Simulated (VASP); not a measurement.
Computed with LDA (Ceperley-Alder, Perdew-Zunger), VASP's LDA PAW potentials (set 64) (plane waves; VASP).

Input for VASP

POSCAR:
```
CaPd
1
    3.5056900000     0.0000000000     0.0000000000
    0.0000000000     3.5056900000     0.0000000000
    0.0000000000     0.0000000000     3.5056900000
Ca Pd
1 1
Direct
  0.0038910000  -0.0005150000   0.0013260000
  0.4961090000   0.5005150000   0.4986740000
```

### KPOINTS
```
Automatic mesh
0
Gamma
6 6 6
0 0 0
```

INCAR:
```
SYSTEM = CaPd
PREC = Accurate
ENCUT = 300
EDIFF = 1E-6
NELM = 100
ALGO = Normal
LREAL = .FALSE.
LASPH = .TRUE.
ISMEAR = 0
SIGMA = 0.05
LMAXMIX = 4
LWAVE = .FALSE.
LCHARG = .FALSE.
ISIF = 2
```

POTCAR, in this order: Ca_sv Pd (LDA.64 set). Program: vasp_std.

Q: What will the output report for the number of irreducible k-points (NKPTS), largest plane-wave count, number of space-group operations, FFT grid (NGX, NGY, NGZ)?

A: 
```
Quantity                                      Result
--------------------------------------  ------------
number of irreducible k-points (NKPTS)           112
largest plane-wave count                         536
number of space-group operations                   1
FFT grid (NGX, NGY, NGZ)                20 × 20 × 20
```

The structure comes from a computed database's CaPd entry; how it stands against other phases isn't given here. The cell was not relaxed at this level, atoms are displaced from their ideal sites.
